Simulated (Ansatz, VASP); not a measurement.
**Cross-check of Zn2C between VASP and Ansatz**

Wanted: the spread between two codes on one cell, functional and k mesh. The cell is generated by rule, not measured, and may not be a known phase. The cell is taken from a series of runs on this material, whose earlier steps may have relaxed, scaled, displaced or heated it; both programs get it as it stands.

Program: Ansatz 0.2.0. Level of theory: plane waves, with VASP 6.6.1 beside it; single point at r2SCAN. Results are calculated unless marked as measured.

The structure was built from a prototype and need not be the compound's stable phase.

## 1. Set-up

It takes space group Pn-3m (No. 224, cubic). Conventional cell: a = 4.552 Å, b = 4.552 Å, c = 4.552 Å, α = 90.00°, β = 90.00°, γ = 90.00°. Nearest to C lie 4 Zn at 1.97 Å. Nearest to Zn lie 2 C at 1.97 Å. Farther neighbours are not listed.

## 2. Ansatz: single point, r2SCAN

Ansatz runs on its default PAW (the set named soft_2) files.

With cell and atoms fixed, the geometry can't cause a difference; cores, projectors, grids and the points listed under the comparison can.

input.yaml

```yaml
crystal:
  lattice:
    - [4.55229, 0.0, 0.0]
    - [0.0, 4.55229, 0.0]
    - [0.0, 0.0, 4.55229]
  atoms:
    - { symbol: C, position: [0.0, 0.0, 0.0] }
    - { symbol: C, position: [0.5, 0.5, 0.5] }
    - { symbol: Zn, position: [0.25, 0.25, 0.25] }
    - { symbol: Zn, position: [0.75, 0.75, 0.25] }
    - { symbol: Zn, position: [0.75, 0.25, 0.75] }
    - { symbol: Zn, position: [0.25, 0.75, 0.75] }
kpoints:
  mp_grid: { grid: [4, 4, 4] }
hamiltonian:
  xc: r2scan
scf:
  occupations: { method: gaussian, width: 0.1 }
output:
  forces: true
  stress: true
  eigenvalues: true
```

Launch:

```console
> ansatz run input.yaml --threads 8 --pin off --max-ram 14336MiB --backend cpu --events-out ev --progress --plain --runs-dir out
```

Numbers of over 12 decimals in the logs are rounded to 6 here.

Log:

```text
Engine: ansatz 0.2.0, aarch64-unknown-linux-gnu
Pseudopotentials: kind: paw
Pseudopotential: C, paw, valence charge 4, recommended cutoff 500 eV (meta_gga), C.paw.azcp
Pseudopotential: Zn, paw, valence charge 12, recommended cutoff 500 eV (meta_gga), Zn.paw.azcp
Functional definition: r2SCAN
  parameter k0 = 0.174
  parameter k1 = 0.065
  parameter a1 = 4.9479
  exchange = r2scan_x(k0 = k0, k1 = k1, a1 = a1)
  correlation = r2scan_c
Crystal: 6 atoms, lattice volume = 94.339 Å³
Basis set: ecut = 500 eV, 2373 PW (Γ), exchange–correlation on 144×144×144 points (64 copies of the dense FFT grid, shifted against one another)
Bands: 34, of which v1, the nominal top of the filled ones, is band 28 counted from 1 (27 counted from 0)
Symmetry: 48 space group operations
Space group: Pn-3m (ITA 224), of the structure as read, at distance tolerance 4.6e-5 Å
k-points: 10 of 64
Non-local potential: C, projectors of the file, l = 0: 2, l = 1: 2, l = 2: 1
Non-local potential: Zn, projectors of the file, l = 0: 2, l = 1: 2, l = 2: 3, l = 3: 1
PAW form: soft (Blöchl's): semilocal exchange-correlation on the pseudo side does not see the compensation charge
PAW frozen core: C, regenerated for the run's functional (the file was generated under x = pbe(κ = 0.804, μ = 0.219515), c = pbe(β = 0.066725))
PAW frozen core: Zn, regenerated for the run's functional (the file was generated under x = pbe(κ = 0.804, μ = 0.219515), c = pbe(β = 0.066725))
PAW one-centre angular grid: C, 302 points (default); XC on 239 of its mesh's 2573 points in the sphere
PAW one-centre angular grid: Zn, 590 points (default); XC on 261 of its mesh's 2673 points in the sphere
Initial density: superposition of atomic densities (neutral atoms: chi_scale 0, normalization atom), corrected by the library's trained network
Initial wavefunctions: pseudopotential atomic-orbital guess
Functional: x = r2scan, c = r2scan; τ floored in thin density (d = 2e-4 eV/Å³)
SCF iter   1: F=—  HF=-13802.563299 eV  |F-HF|=—  |Δ(HF+E_count)|=         —  Δρ=1.72e-2  dr2=1.52e-1  dr2_τ=1.45e-1  ethr=1.77e-3  ⟨swp⟩=6.1  Hψ=1528  notcnv=0
preconditioner: auto → Resta (q_TF=auto, 2.501 Å⁻¹)  ε∞=8.4  [insulator: Δε(μ)=1.125 eV  Ē_g=10.538 eV  σ=0.100 eV  W_gap=1.00  n_scr=26 (ndim 8)  ℏωp=28.6 eV  f_vac=0.000  D(μ)=0.00/eV (n_scr^D=0)  ε∞_Penn≈8.4]
SCF iter   2: F=—  HF=-13802.552720 eV  |F-HF|=—  |Δ(HF+E_count)|=   1.06e-2  Δρ=2.20e-3  dr2=2.18e-3  dr2_τ=1.36e-3  ethr=2.71e-4  ⟨swp⟩=2.0  Hψ=736  notcnv=0  defer=19
SCF iter   3: F=—  HF=-13802.545898 eV  |F-HF|=—  |Δ(HF+E_count)|=   6.82e-3  Δρ=2.91e-3  dr2=4.31e-3  dr2_τ=3.70e-5  ethr=3.89e-6  ⟨swp⟩=2.3  Hψ=663  notcnv=0  defer=9
automatic band count: iteration 3 solves 33 bands in place of 34: the levels show a gap, and the empty bands left out lie too high to hold charge; the band table lists the bands solved (type scf.n_extra_bands for more)
SCF iter   4: F=—  HF=-13802.544849 eV  |F-HF|=—  |Δ(HF+E_count)|=   1.05e-3  Δρ=4.60e-4  dr2=1.25e-4  dr2_τ=3.65e-5  ethr=3.89e-6  ⟨swp⟩=2.0  Hψ=564  notcnv=0  defer=9
SCF iter   5: F=—  HF=-13802.544900 eV  |F-HF|=—  |Δ(HF+E_count)|=   5.15e-5  Δρ=1.96e-4  dr2=2.23e-5  dr2_τ=9.50e-7  ethr=2.24e-7  ⟨swp⟩=2.0  Hψ=599  notcnv=0  defer=9
SCF iter   6: F=—  HF=-13802.544928 eV  |F-HF|=—  |Δ(HF+E_count)|=   2.79e-5  Δρ=7.33e-5  dr2=5.48e-6  dr2_τ=4.87e-8  ethr=3.98e-8  ⟨swp⟩=2.9  Hψ=660  notcnv=0  defer=9
SCF iter   7: F=—  HF=-13802.544931 eV  |F-HF|=—  |Δ(HF+E_count)|=   2.55e-6  Δρ=1.45e-5  dr2=2.15e-7  dr2_τ=2.72e-9  ethr=9.78e-9  ⟨swp⟩=2.0  Hψ=542  notcnv=0  defer=9
SCF iter   8: F=-13802.544931 eV  HF=-13802.544931 eV  |F-HF|=2.57e-9  |Δ(HF+E_count)|=   5.82e-8  Δρ=1.47e-6  dr2=2.17e-9  dr2_τ=3.61e-11  ethr=1.79e-10  ⟨swp⟩=9.0  Hψ=1487  notcnv=0
SCF 1 converged in 8 iterations: F = -13802.544931 eV  dr2 = 2.17e-9
  greatest PAW one-centre occupation: 0.985 electrons in one spin orbital (limit 2), on the Zn atom at site 4 (counted from 0), in its partial waves of l = 2
SCF converged after 8 iterations
Free energy (F): -13802.544931 eV
Harris-Foulkes:  -13802.544931 eV  (|F-HF|=2.57e-9)
Internal energy: -13802.544931 eV  (E = F + TS)
E sigma→0 (E₀):  -13802.544931 eV
Fermi energy:    6.668619 eV
--- Per-component energies (eV) ---
  E_band       = 38.146699
  E_kinetic    = 688.329333
  E_local      = -7230.063337  (includes V_loc(G=0)·N_el)
  E_nonlocal   = 2505.055035
  E_hartree    = 3009.335942
  E_xc         = -588.655511
  E_vxc        = -342.273691  (∫ρ·V_xc dr)
  E_paw        = -7581.292502  (= ΣΔE_a)
  E_vpaw       = -1620.401925  (= ΣTr[D̂ρ^β])
  E_aug_tail   = -0.000163  (compensation charges beyond the density's cutoff)
  E_vtau       = 18.829415  (kinetic-family band-sum trace: ∫τ·v_τ [+ j·A + Jᵃ·Aᵃ] dr)
  E_ewald      = -4604.473706
  E_core_change = -0.780022  (= ΣΔE_core)
  E_smearing   = -0.000000  (= −TS)
  E_closure    = -0.000000  (closes the sum)
  Σ components = -13802.544931   (vs F -13802.544931, Δ=0.00e0)
--- Forces (eV/Å), atoms counted from 1 ---
  atom   1  C      0.00000000     0.00000000     0.00000000
  atom   2  C      0.00000000     0.00000000     0.00000000
  atom   3  Zn     0.00000000    -0.00000000    -0.00000000
  atom   4  Zn     0.00000000    -0.00000000    -0.00000000
  atom   5  Zn     0.00000000     0.00000000    -0.00000000
  atom   6  Zn     0.00000000    -0.00000000     0.00000000
  max |Σ_I F_I| component: 2.31e-18 eV/Å
--- Stress (GPa, compression-positive) ---
       -5.930626       0.000000       0.000000
        0.000000      -5.930626       0.000000
        0.000000       0.000000      -5.930626
  P = ⅓ Tr σ = -5.9306 GPa (-59.306 kbar)
--- Band table (eV; the first three rows and the last of 10) ---
  k-point 0: bands = [... 24 lower, 4.7188, 5.7744, 5.7744, 5.7744, 7.2280, 7.2280, 8.2300, 14.1101, ... 1 higher]
  k-point 1: bands = [... 24 lower, 4.8040, 4.8040, 5.7792, 5.7792, 7.8121, 9.4305, 9.5822, 11.8940, ... 1 higher]
  k-point 2: bands = [... 24 lower, 4.9141, 4.9141, 5.7432, 5.7432, 9.4445, 9.4445, 11.1419, 11.1419, ... 1 higher]
  k-point 9: bands = [... 24 lower, 3.5306, 3.5726, 3.5726, 3.5726, 10.8958, 10.8958, 10.8958, 12.8753, ... 1 higher]
```

The column dr2 measures how far the density is from self-consistency, as an energy; F and HF (Harris–Foulkes) agree once it is small.

The run ends at a pressure of -5.93 GPa.

## 3. VASP: single point, r2SCAN

The same cell, functional, mesh and smearing now go to VASP, with its own data sets.

Lines of VASP's logs that name or quote its potential files are left out, and so is its time.

INCAR

```
SYSTEM = Zn2C
PREC = Accurate
ENCUT = 660
EDIFF = 1E-06
NELM = 120
ISMEAR = 0
SIGMA = 0.1
LREAL = .FALSE.
ALGO = Normal
METAGGA = R2SCAN
LASPH = .TRUE.
NBANDS = 34
LORBIT = 11
LWAVE = .FALSE.
LCHARG = .FALSE.
ISIF = 2
GGA_COMPAT = .FALSE.
EFERMI = MIDGAP
LMIXTAU = .TRUE.
KPAR = 2
```

POSCAR

```
Zn2C
1.0
    4.5522900000      0.0000000000      0.0000000000
    0.0000000000      4.5522900000      0.0000000000
    0.0000000000      0.0000000000      4.5522900000
C Zn
2 4
Direct
    0.0000000000      0.0000000000      0.0000000000
    0.5000000000      0.5000000000      0.5000000000
    0.2500000000      0.2500000000      0.2500000000
    0.7500000000      0.7500000000      0.2500000000
    0.7500000000      0.2500000000      0.7500000000
    0.2500000000      0.7500000000      0.7500000000
```

KPOINTS

```
Automatic mesh
0
Gamma
4 4 4
0 0 0
```

The projector-augmented-wave data sets are C and Zn (PBE family, release 64).

Launch:

```console
> mpirun -np 2 vasp_std
```

Log:

```text
[banner, memory and clock lines left out]
running    2 mpi-ranks, on    1 nodes
 distrk:  each k-point on    1 cores,    2 groups
 distr:  one band on    1 cores,    1 groups

 POSCAR found type information on POSCAR C Zn
 POSCAR found :  2 types and       6 ions
|                                                                             |
|               ----> ADVICE to this user running VASP <----                  |
|                                                                             |
|     You enforced a specific xc type in the INCAR file but a different       |
|     [... a line on the potential file left out ...]
|     I HOPE YOU KNOW WHAT YOU ARE DOING!                                     |
|                                                                             |

 LDA part: xc-table for (None), standard interpolation
 POSCAR, INCAR and KPOINTS ok, starting setup
 FFT: planning ... GRIDC
 FFT: planning ... GRID_SOFT
 FFT: planning ... GRID
 WAVECAR not read
 entering main loop
       N       E                     dE             d eps       ncg     rms          rms(c)
DAV:   1     0.369005799649E+03    0.36901E+03   -0.32515E+04   680   0.274E+03
DAV:   2    -0.181442747177E+02   -0.38715E+03   -0.37800E+03   688   0.500E+02
DAV:   3    -0.627121092506E+02   -0.44568E+02   -0.43770E+02   752   0.156E+02
DAV:   4    -0.647009828019E+02   -0.19889E+01   -0.19796E+01   760   0.296E+01
DAV:   5    -0.647347148109E+02   -0.33732E-01   -0.33724E-01   758   0.346E+00    0.141E+01
DAV:   6    -0.529696560036E+02    0.11765E+02   -0.23278E+01   962   0.779E+01    0.885E+00
DAV:   7    -0.511805257833E+02    0.17891E+01   -0.63562E+00   726   0.222E+01    0.328E+00
DAV:   8    -0.518995562531E+02   -0.71903E+00   -0.67426E-01   688   0.640E+00    0.180E+00
DAV:   9    -0.511558116914E+02    0.74374E+00   -0.11291E+00   682   0.652E+00    0.120E+00
DAV:  10    -0.519657561053E+02   -0.80994E+00   -0.46393E-01   682   0.376E+00    0.274E-01
DAV:  11    -0.519772108201E+02   -0.11455E-01   -0.23519E-02   776   0.106E+00    0.150E-01
DAV:  12    -0.519866466381E+02   -0.94358E-02   -0.94758E-03   684   0.622E-01    0.823E-02
DAV:  13    -0.519877028144E+02   -0.10562E-02   -0.23833E-03   762   0.358E-01    0.592E-02
DAV:  14    -0.519877302396E+02   -0.27425E-04   -0.53285E-04   684   0.185E-01    0.517E-02
DAV:  15    -0.519877416747E+02   -0.11435E-04   -0.28984E-04   860   0.116E-01    0.167E-02
DAV:  16    -0.519877517961E+02   -0.10121E-04   -0.32401E-05   702   0.342E-02    0.154E-02
DAV:  17    -0.519877492621E+02    0.25340E-05   -0.80900E-06   732   0.371E-02    0.851E-03
DAV:  18    -0.519877793466E+02   -0.30085E-04   -0.95359E-06   642   0.284E-02    0.472E-03
DAV:  19    -0.519877825232E+02   -0.31766E-05   -0.18139E-06   476   0.107E-02    0.279E-03
DAV:  20    -0.519877823428E+02    0.18041E-06   -0.43013E-07   342   0.845E-03
   1 F= -.51987782E+02 E0= -.51987782E+02  d E =-.933615E-16
```

OUTCAR, selected parts (step 3):

```text
ion  position               nearest neighbor table
   1  0.000  0.000  0.000-   3 1.97   4 1.97   5 1.97   6 1.97
   2  0.500  0.500  0.500-   3 1.97   4 1.97   5 1.97   6 1.97
   3  0.250  0.250  0.250-   1 1.97   2 1.97
   4  0.750  0.750  0.250-   1 1.97   2 1.97
   5  0.750  0.250  0.750-   1 1.97   2 1.97
   6  0.250  0.750  0.750-   1 1.97   2 1.97

  LATTYP: Found a simple cubic cell.
 ALAT       =     4.5522900000

 Subroutine GETGRP returns: Found 48 space group operations
 (whereof 24 operations were pure point group operations)

The static configuration has the point symmetry T_d .
 The point group associated with its full space group is O_h .

 Found     10 irreducible k-points:

   k-points           NKPTS =     10   k-points in BZ     NKDIM =     10   number of bands    NBANDS=     34

   dimension x,y,z NGX =    40 NGY =   40 NGZ =   40
   dimension x,y,z NGXF=    80 NGYF=   80 NGZF=   80

   ENCUT  =  660.0 eV  48.51 Ry    6.96 a.u.   9.54  9.54  9.54*2*pi/ulx,y,z

   NELECT =      56.0000    total number of electrons

 k-points in reciprocal lattice and weights: Automatic mesh
   0.00000000  0.00000000  0.00000000       0.016
   0.25000000  0.00000000  0.00000000       0.094
   0.50000000  0.00000000  0.00000000       0.047
   0.25000000  0.25000000  0.00000000       0.188
   0.50000000  0.25000000  0.00000000       0.188
   0.50000000  0.50000000  0.00000000       0.047
   0.25000000  0.25000000  0.25000000       0.125
   0.50000000  0.25000000  0.25000000       0.188
   0.50000000  0.50000000  0.25000000       0.094
   0.50000000  0.50000000  0.50000000       0.016

 average (electrostatic) potential at core
       1 -54.2991       2 -54.2991       3 -43.0754       4 -43.0754       5 -43.0754
       6 -43.0754

 E-fermi :   1.1219

 k-point     1 :       0.0000    0.0000    0.0000
  band No.  band energies     occupation
    ...
     24      -0.8373      2.00000
     25      -0.8373      2.00000
     26       0.2451      2.00000
     27       0.2451      2.00000
     28       0.2451      2.00000
     29       1.6871      0.00000
     30       1.6872      0.00000
     31       2.6683      0.00000
     32       8.5809      0.00000
     33       8.5809      0.00000
    ...

 k-point     2 :       0.2500    0.0000    0.0000
  band No.  band energies     occupation
    ...
     24      -0.9931      2.00000
     25      -0.7486      2.00000
     26      -0.7486      2.00000
     27       0.2428      2.00000
     28       0.2428      2.00000
     29       2.2697      0.00000
     30       3.8850      0.00000
     31       4.0295      0.00000
     32       6.3516      0.00000
     33       7.5119      0.00000
    ...

 k-point     3 :       0.5000    0.0000    0.0000
  band No.  band energies     occupation
    ...
     24      -2.3199      2.00000
     25      -0.6330      2.00000
     26      -0.6330      2.00000
     27       0.1976      2.00000
     28       0.1976      2.00000
     29       3.8999      0.00000
     30       3.8999      0.00000
     31       5.5918      0.00000
     32       5.5918      0.00000
     33       7.3936      0.00000
    ...

  Total       -3.2847274     -3.2847274     -3.2847274      0.0000000      0.0000000     -0.0000000
  in kB      -55.7853486    -55.7853486    -55.7853486      0.0000000      0.0000000     -0.0000000
  external PRESSURE =     -55.7853486 kB  Pullay stress =       0.0000000 kB

  energy-cutoff  :      660.00
  volume of cell :       94.34
      direct lattice vectors                 reciprocal lattice vectors
     4.552290000  0.000000000  0.000000000     0.219669661  0.000000000  0.000000000
     0.000000000  4.552290000  0.000000000     0.000000000  0.219669661  0.000000000
     0.000000000  0.000000000  4.552290000     0.000000000  0.000000000  0.219669661

 POSITION                                       TOTAL-FORCE (eV/Angst)
 -----------------------------------------------------------------------------------
      0.00000      0.00000      0.00000         0.000000     -0.000000     -0.000000
      2.27615      2.27615      2.27615         0.000000     -0.000000     -0.000000
      1.13807      1.13807      1.13807        -0.000000     -0.000000     -0.000000
      3.41422      3.41422      1.13807         0.000000     -0.000000      0.000000
      3.41422      1.13807      3.41422         0.000000      0.000000     -0.000000
      1.13807      3.41422      3.41422        -0.000000     -0.000000      0.000000
 -----------------------------------------------------------------------------------
    total drift:                                0.000000      0.000000     -0.000000

  FREE ENERGIE OF THE ION-ELECTRON SYSTEM (eV)
  ---------------------------------------------------
  free  energy   TOTEN  =       -51.9877823428 eV

  energy  without entropy=      -51.9877823428  energy(sigma->0) =      -51.98778234

 total charge
# of ion       s       p       d       tot
------------------------------------------
    1        0.851   1.465   0.000   2.316
    2        0.851   1.465   0.000   2.316
    3        0.662   0.451   9.750  10.862
    4        0.662   0.451   9.750  10.862
    5        0.662   0.451   9.750  10.862
    6        0.662   0.451   9.750  10.862
--------------------------------------------------
tot          4.349   4.731  39.000  48.080

[... 3 further parts left out ...]
```

The run ends at a pressure of -5.58 GPa.

## 4. Side by side

Known differences besides the potentials themselves: VASP keeps PBE cores, Ansatz makes them for the functional; the cutoff is 500 eV in Ansatz and 660 eV in VASP. Total energies have different zeros and are not compared.

Both answers:

```
              quantity  Ansatz   VASP  difference
        pressure (GPa)   -5.93  -5.58       -0.35
gap on the k mesh (eV)   1.128  1.131      -0.002
```

A gap on the mesh is an upper bound, since the band edges may lie between its points.

## 5. Summary of results

- difference in gap on the k mesh (single point, r2SCAN): -0.0021 eV

The difference in gap on the k mesh is -0.0021 eV (single point, r2SCAN), within the 0.08 eV picked in this series as the mark of a large difference. Such differences can come from data sets, numerical settings and the points named under the comparisons, not from the functional's error against experiment.

[Lines on the potential files, build, host, timing and source positions are cut from VASP's logs without a mark.]

[Logs are printed without paths, hosts, clocks, repeated set-up lines and the standing remarks that a program may print on its own settings, such as how far it seeks lower states.]

[Hosts, paths, dates, database ids (printed as entryN), source tags and the programs' standing remarks are cut or masked in the printed files.]
